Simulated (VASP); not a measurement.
Energy against volume of Mo (bcc). All values below come from LDA (Ceperley-Alder, Perdew-Zunger), VASP's LDA PAW potentials (set 64) (plane waves; VASP). Settings: 520 eV cut-off, 16×16×16 Γ-centred mesh, first-order Methfessel-Paxton smearing of 0.10 eV, potentials Mo_sv.

```tsv
V (Å³/atom)	E (eV/atom)
14.234	-12.08378
14.688	-12.12428
15.142	-12.13616
15.597	-12.12329
```

Task: Fit these four points and predict the energy of the run at 16.051 Å³/atom.

Result: A cubic in V^(−2/3), the third-order Birch-Murnaghan form, passes through the four points with V0 = 15.12 Å³/atom and B0 = 292 GPa, and gives -12.0891 eV/atom there. The run gave -12.0892 eV/atom, -0.1 meV/atom from the fit; all five points give B0 = 291 GPa.

The compound is Mo in the bcc structure. It was relaxed first.
